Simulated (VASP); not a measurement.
# Sn2GeO3 (P1) in VASP: relaxation of cell and atoms with PBE

Aim: the relaxation of cell and atoms of Sn2GeO3 with PBE.

All numbers are computed with VASP 6.6.1; they aren't measurements. Logs are shortened: lines on timing, memory, paths and dates and some standing lists are left out, and cuts for length are marked.

## 1. The structure

The typed cell holds 12 atoms: a = 4.011 Å, b = 10.772 Å, c = 4.932 Å, α = 89.20°, β = 88.77°, γ = 91.71°.

The cell was built by a generator and needn't be a form met in nature.

## 2. Relaxation of cell and atoms, PBE

Contents of INCAR:

```
  PREC = Normal
  ENCUT = 520
  EDIFF = 1E-5
  ISMEAR = 0
  SIGMA = 0.05
  LREAL = Auto
  LASPH = T
  NELM = 80
  ALGO = Fast
  ISIF = 3
  LWAVE = F
  LCHARG = F
  GGA = PE
  IBRION = 2
  NSW = 110
  EDIFFG = -0.03
  ISYM = 0
  KPAR = 2
```

Contents of KPOINTS:

```
Automatic mesh
0
Gamma
  4 2 4
```

Contents of POSCAR:

```
Sn2GeO3
1.0
    4.0105413600     -0.0600038100      0.0432817800
   -0.1616459800     10.7701483900      0.0764178000
    0.0533811400      0.0349857500      4.9312279600
Sn Ge O
4 2 6
Direct
    0.0113073200      0.3506380300      0.2281542800
    0.0478039100      0.6670089600      0.2017686800
    0.5006613600      0.1558330700      0.7529137700
    0.5218184900      0.8117372600      0.7850216200
    0.0165115200      0.9861852200      0.2790368200
    0.5541947500      0.5199932500      0.7121402000
    0.9949574600      0.1692830000      0.5380690200
    0.9943464100      0.8393147400      0.5013816100
    0.0039282200      0.4920998000      0.5664084500
    0.4695172200      0.3394657400      0.4456282700
    0.4909785700      0.6463386400      0.4610673400
    0.5604872700      0.0043404100      0.4203850500
```

Potentials or basis: VASP PAW PBE potentials, release 64 (Sn_d, Ge_d, O).

Started as:

```sh
$ cat potpaw_PBE.64/Sn_d/POTCAR potpaw_PBE.64/Ge_d/POTCAR potpaw_PBE.64/O/POTCAR > POTCAR
$ mpirun -np 2 vasp_std > vasp.out
```

OUTCAR:

```text
PREC = Normal
   ENCUT = 520
   EDIFF = 1E-5
   ISMEAR = 0
   LREAL = Auto
   LASPH = T
   NELM = 80
   ISIF = 3
   GGA = PE
   IBRION = 2
   NSW = 110
   EDIFFG = -0.03
   ISYM = 0

 ion  position               nearest neighbor table
   1  0.011  0.351  0.228-  10 2.15   9 2.28  10 2.40   7 2.46   2 3.41   3 3.73
   2  0.048  0.667  0.202-  11 2.23   8 2.40  11 2.55   9 2.59   4 3.14   4 3.38   1 3.41
   3  0.501  0.156  0.753-   7 2.23   7 2.32  12 2.34  10 2.48   4 3.71   1 3.73
   4  0.522  0.812  0.785-   8 2.34  11 2.41   8 2.58  12 2.73   2 3.14   6 3.17   2 3.38   3 3.71

   5  0.017  0.986  0.279-   8 1.91  12 1.96  12 2.31   7 2.37
   6  0.554  0.520  0.712-  11 1.85   9 1.96   9 2.35  10 2.38   4 3.17
   7  0.995  0.169  0.538-   3 2.23   3 2.32   5 2.37   1 2.46
   8  0.994  0.839  0.501-   5 1.91   4 2.34   2 2.40   4 2.58
   9  0.004  0.492  0.566-   6 1.96   1 2.28   6 2.35   2 2.59
  10  0.470  0.339  0.446-   1 2.15   6 2.38   1 2.40   3 2.48
  11  0.491  0.646  0.461-   6 1.85   2 2.23   4 2.41   2 2.55
  12  0.560  0.004  0.420-   5 1.96   5 2.31   3 2.34   4 2.73

IMPORTANT INFORMATION: All symmetrisations will be switched off!
NOSYMM: (Re-)initialisation of all symmetry stuff for point group C_1.

----------------------------------------------------------------------------------------

                                     Primitive cell

  volume of cell :     212.9162

  direct lattice vectors                    reciprocal lattice vectors
     4.010541360 -0.060003810  0.043281780     0.249428624  0.003762948 -0.002726792
    -0.161645980 10.770148390  0.076417800     0.001396825  0.092874979 -0.000674044
     0.053381140  0.034985750  4.931227960    -0.002210901 -0.001472284  0.202823625

  length of vectors
     4.011223725 10.771632441  4.931640979     0.249471909  0.092887928  0.202841018

  position of ions in fractional coordinates (direct lattice)
     0.011307320  0.350638030  0.228154280
     0.047803910  0.667008960  0.201768680
     0.500661360  0.155833070  0.752913770
     0.521818490  0.811737260  0.785021620
     0.016511520  0.986185220  0.279036820
     0.554194750  0.519993250  0.712140200
     0.994957460  0.169283000  0.538069020
     0.994346410  0.839314740  0.501381610
     0.003928220  0.492099800  0.566408450
     0.469517220  0.339465740  0.445628270
     0.490978570  0.646338640  0.461067340
     0.560487270  0.004340410  0.420385050

  ion indices of the primitive-cell ions
   primitive index   ion index
                 1           1
                 2           2
                 3           3
                 4           4
                 5           5
                 6           6
                 7           7
                 8           8
                 9           9
                10          10
                11          11
                12          12

----------------------------------------------------------------------------------------
[... 89 lines left out ...]
   LORBIT       =      0    0 simple, 1 ext, 2 COOP (PROOUT), +10 PAW based schemes
   GGA     = PE    functional components
   LHFCALC =     F    Hartree Fock is set to
   AEXX    =    0.0000 exact exchange contribution
   IVDW    =     0    specifies the selected vdW correction
   LEPSILON=     F    determine dielectric tensor
   LRPA    =     F    only Hartree local field effects (RPA)
 conjugate gradient relaxation of ions
 non-spin polarized calculation
 RMM-DIIS sequential band-by-band and
 Gauss-broadening in eV      SIGMA  =   0.05
  energy-cutoff  :      520.00
  volume of cell :      212.92
 maximum number of plane-waves:      5764
   NGX = 15   NGY = 41   NGZ = 19

--------------------------------------- Ionic step        1  -------------------------------------------

 number of electron     120.0000052 magnetization

 Free energy of the ion-electron system (eV)
  ---------------------------------------------------
  ext. energy  EPLUGINS =         0.00000000
  ---------------------------------------------------
  free energy    TOTEN  =       -65.81785617 eV

  energy without entropy =      -65.81686768  energy(sigma->0) =      -65.81736192

------------------------ aborting loop because EDIFF is reached ----------------------------------------

  FORCE on cell =-STRESS in cart. coord.  units (eV):
  Direction    XX          YY          ZZ          XY          YZ          ZX
  --------------------------------------------------------------------------------------
  -------------------------------------------------------------------------------------
  Total       -5.0276855     -4.6391346    -11.0069035      3.0264905     -2.5378278      0.3284431
  in kB      -37.8329384    -34.9091232    -82.8260835     22.7741034    -19.0969549      2.4715085
  external PRESSURE =     -51.8560484 kB  Pullay stress =       0.0000000 kB
[... 119 lines left out ...]
  FREE ENERGIE OF THE ION-ELECTRON SYSTEM (eV)
  ---------------------------------------------------
  free  energy   TOTEN  =       -67.5058283341 eV

  energy  without entropy=      -67.5051256623  energy(sigma->0) =      -67.50547700

 E-fermi :   5.8875     XC(G=0): -10.0080

 val. band max:        5.6578079462   @ k =  -0.0000   0.5000   0.0000
 cond. band min:       6.2403888333   @ k =   0.5000   0.5000   0.0000
 fundamental gap:      0.5825808871
 Fermi energy:         5.8874504717

 k-point     1 :       0.0000    0.0000    0.0000
  band No.  band energies     occupation
      1     -18.9689      2.00000
      2     -18.9347      2.00000
      3     -18.9327      2.00000
      4     -18.9147      2.00000
      5     -18.9040      2.00000
      6     -18.8887      2.00000
[... 1489 lines left out ...]
     71      10.6299      0.00000
     72      10.6778      0.00000

[... ionic steps 4 to 41 ...]

--------------------------------------- Ionic step       42  -------------------------------------------

 number of electron     120.0000030 magnetization

------------------------ aborting loop because EDIFF is reached ----------------------------------------
[... 87 lines left out ...]
--------------------------------------- Ionic step       44  -------------------------------------------

 number of electron     120.0000009 magnetization

 Free energy of the ion-electron system (eV)
  ---------------------------------------------------
  ext. energy  EPLUGINS =         0.00000000
  ---------------------------------------------------
  free energy    TOTEN  =       -68.65250253 eV

  energy without entropy =      -68.65250253  energy(sigma->0) =      -68.65250253

 E-fermi :   5.6470     XC(G=0):  -9.8644

 val. band max:        5.3906776276   @ k =  -0.0000   0.5000   0.0000
 cond. band min:       6.1650363087   @ k =   0.5000   0.5000   0.0000
 fundamental gap:      0.7743586812
 Fermi energy:         5.6469645181

 k-point     1 :       0.0000    0.0000    0.0000
  band No.  band energies     occupation
      1     -19.1467      2.00000
      2     -19.1420      2.00000
      3     -19.1317      2.00000
      4     -19.1267      2.00000
      5     -19.0762      2.00000
      6     -19.0707      2.00000
[... 1528 lines left out ...]
  FREE ENERGIE OF THE ION-ELECTRON SYSTEM (eV)
  ---------------------------------------------------
  free  energy   TOTEN  =       -68.6525025271 eV

  energy  without entropy=      -68.6525025271  energy(sigma->0) =      -68.65250253

 reached required accuracy - stopping structural energy minimisation
```

OSZICAR:

```text
N       E                     dE             d eps       ncg     rms          rms(c)
DAV:   1     0.181131465696E+04    0.18113E+04   -0.55121E+04  3584   0.322E+03
DAV:   2     0.398475639759E+03   -0.14128E+04   -0.13465E+04  2888   0.102E+03
[... 482 lines left out ...]
DAV:   1    -0.686538951135E+02   -0.22717E-02   -0.58698E-01  2960   0.364E+00    0.374E-01
RMM:   2    -0.686531864079E+02    0.70871E-03   -0.19947E-02  3618   0.949E-01    0.203E-01
RMM:   3    -0.686524082444E+02    0.77816E-03   -0.46802E-03  3774   0.395E-01    0.626E-02
RMM:   4    -0.686524640321E+02   -0.55788E-04   -0.15991E-03  4199   0.212E-01    0.361E-02
RMM:   5    -0.686524895331E+02   -0.25501E-04   -0.30973E-04  3723   0.856E-02    0.321E-02
RMM:   6    -0.686525074350E+02   -0.17902E-04   -0.14930E-04  3079   0.582E-02    0.310E-02
RMM:   7    -0.686525025271E+02    0.49079E-05   -0.92795E-05  3001   0.414E-02
  44 F= -.68652503E+02 E0= -.68652503E+02  d E =-.873105E-03
```

CONTCAR:

```text
Sn2GeO3
   1.00000000000000
     4.1757448257005612   -0.0023373973557661   -0.0263622225961072
    -0.0023305198415034   10.3974079856551000    0.0076063284379529
    -0.0271988246336803    0.0047523541734613    4.9654676865863427
  Sn              Ge              O
     4     2     6
Direct
     0.0227942418181947    0.3303196075976425    0.2523571755055669
     0.0191748028610633    0.6672208659732182    0.2518577104660705
     0.5074196132818772    0.1667225379852298    0.7298223899897469
     0.5057952174984126    0.8300360328649141    0.7297192347837450
     0.9502040383182894    0.9987144951062786    0.2940185857993889
     0.5785651057983426    0.4983886764081478    0.6883978882824288
     0.0152481116051916    0.1585252063944234    0.5195110452541893
     0.0144487294498103    0.8383055155975050    0.5191649374493532
     0.9950540398209733    0.4986324535480882    0.5175545416351108
     0.5127413627698468    0.3382345667575216    0.4629088755787888
     0.5121896518426784    0.6586376308364454    0.4624326808515108
     0.5328775849353300    0.9985005309305831    0.4642300444041030

  0.00000000E+00  0.00000000E+00  0.00000000E+00
  0.00000000E+00  0.00000000E+00  0.00000000E+00
  0.00000000E+00  0.00000000E+00  0.00000000E+00
  0.00000000E+00  0.00000000E+00  0.00000000E+00
  0.00000000E+00  0.00000000E+00  0.00000000E+00
  0.00000000E+00  0.00000000E+00  0.00000000E+00
  0.00000000E+00  0.00000000E+00  0.00000000E+00
  0.00000000E+00  0.00000000E+00  0.00000000E+00
  0.00000000E+00  0.00000000E+00  0.00000000E+00
  0.00000000E+00  0.00000000E+00  0.00000000E+00
  0.00000000E+00  0.00000000E+00  0.00000000E+00
  0.00000000E+00  0.00000000E+00  0.00000000E+00
```

Run time: 48 min. Hardware: 2 MPI ranks of Intel Xeon Platinum 8488C (Sapphire Rapids), shared host; peak memory 0.34 GiB.

Results:

```yaml
Free_energy: -68.6525 eV
Relaxed_volume: 17.96 Å³/atom
Relaxed_cell: a = 4.176 Å, b = 10.397 Å, c = 4.966 Å, α = 89.90°, β = 90.68°, γ = 90.05°
Space_group_after_relaxing_to_0.05_Å: P2_1/m (No. 11)
Energy_gained_by_relaxing: 236.2 meV/atom
Ionic_steps: 44
Pressure_after_relaxing: 0.1 GPa
Largest_force_after_relaxing: 0.027 eV/Å
Band_gap_on_the_k_mesh: 0.77 eV, indirect (least direct gap 2.29 eV)
```

Forces on the atoms (eV/Å):
```
Sn  -0.016 -0.018 -0.001
Sn   0.005  0.007  0.012
Sn  -0.003  0.010  0.002
Sn   0.001 -0.019 -0.006
Ge   0.014 -0.001 -0.024
Ge  -0.020  0.006 -0.004
O    0.015  0.003  0.016
O    0.018 -0.005  0.018
O    0.014 -0.007 -0.005
O   -0.006  0.011 -0.008
O    0.002  0.003 -0.003
O   -0.025  0.011  0.004
```

The path:
```
step  energy change (eV)  largest force (eV/Å)  pressure (GPa)  volume (Å³)
   1              0.0000                2.6279           -5.19       212.92
   3             -1.6880                1.8339            5.41       194.00
   5             -2.5052                0.7623            2.03       200.35
   7             -2.6424                0.6070           -1.33       206.23
   9             -2.7110                0.2811            0.46       204.61
  11             -2.7583                0.3064           -0.28       207.97
  13             -2.7572                0.2622            0.35       207.62
  15             -2.7785                0.2114           -0.44       210.76
  17             -2.7898                0.1406            0.45       210.68
  19             -2.7968                0.1653            0.15       215.69
  21             -2.7999                0.1461            0.05       213.58
  23             -2.8058                0.1618           -0.23       214.61
  25             -2.8100                0.1338            0.29       214.00
  27             -2.8190                0.0916            0.14       214.86
  29             -2.8203                0.1049            0.16       215.17
  31             -2.8205                0.1143            0.02       215.32
  33             -2.8256                0.0851           -0.10       215.88
  35             -2.8286                0.0616            0.09       215.66
  37             -2.8289                0.0986            0.17       215.46
  39             -2.8310                0.0684            0.05       215.71
  41             -2.8329                0.0589           -0.04       215.81
  43             -2.8338                0.0505           -0.03       215.74
  44             -2.8346                0.0274            0.08       215.58
```

Final structure:
```cif
data_structure
_symmetry_space_group_name_H-M 'P 1'
_symmetry_Int_Tables_number 1
_cell_length_a 4.1758
_cell_length_b 10.3974
_cell_length_c 4.9655
_cell_angle_alpha 89.903
_cell_angle_beta 90.676
_cell_angle_gamma 90.045
_cell_volume 215.58
loop_
_atom_site_label
_atom_site_type_symbol
_atom_site_fract_x
_atom_site_fract_y
_atom_site_fract_z
_atom_site_occupancy
Sn1 Sn 0.02279 0.33032 0.25236 1
Sn2 Sn 0.01917 0.66722 0.25186 1
Sn3 Sn 0.50742 0.16672 0.72982 1
Sn4 Sn 0.50580 0.83004 0.72972 1
Ge1 Ge 0.95020 0.99871 0.29402 1
Ge2 Ge 0.57857 0.49839 0.68840 1
O1 O 0.01525 0.15853 0.51951 1
O2 O 0.01445 0.83831 0.51916 1
O3 O 0.99505 0.49863 0.51755 1
O4 O 0.51274 0.33823 0.46291 1
O5 O 0.51219 0.65864 0.46243 1
O6 O 0.53288 0.99850 0.46423 1
```

Levels at points of the mesh, in eV from the valence-band top:
| k point | band 56 | band 57 | band 58 | band 59 | band 60 | band 61 | band 62 | band 63 | band 64 | band 65 |
| --- | --- | --- | --- | --- | --- | --- | --- | --- | --- | --- |
| (0.00, 0.00, 0.00) | -2.95 | -2.48 | -0.54 | -0.29 | -0.16 | 2.22 | 2.56 | 2.71 | 2.84 | 3.59 |
| (0.50, 0.00, 0.00) | -2.30 | -2.08 | -1.92 | -1.90 | -1.50 | 1.25 | 1.70 | 1.87 | 1.99 | 3.54 |
| (0.00, 0.50, 0.00) | -2.73 | -1.94 | -1.93 | 0.00 | 0.00 | 2.44 | 2.46 | 3.11 | 3.12 | 4.04 |
| (0.50, 0.50, 0.00) | -2.29 | -2.08 | -2.08 | -1.52 | -1.51 | 0.77 | 0.78 | 2.96 | 2.96 | 3.31 |
| (0.00, 0.00, 0.50) | -1.97 | -1.67 | -1.51 | -1.28 | -1.23 | 1.78 | 2.25 | 2.37 | 2.62 | 3.36 |
| (0.50, 0.00, 0.50) | -1.84 | -1.84 | -1.83 | -1.47 | -1.41 | 2.30 | 2.39 | 3.10 | 3.16 | 3.28 |
| (0.00, 0.50, 0.50) | -2.00 | -1.70 | -1.70 | -1.26 | -1.24 | 2.56 | 2.56 | 2.68 | 2.69 | 3.00 |
| (0.50, 0.50, 0.50) | -2.04 | -1.60 | -1.60 | -1.47 | -1.47 | 2.54 | 2.54 | 2.74 | 2.74 | 2.92 |

Caveat: spin-orbit coupling is left out, which moves the levels of the heavy elements. Expect the measured gap to be larger: semilocal functionals such as PBE lack the derivative discontinuity.
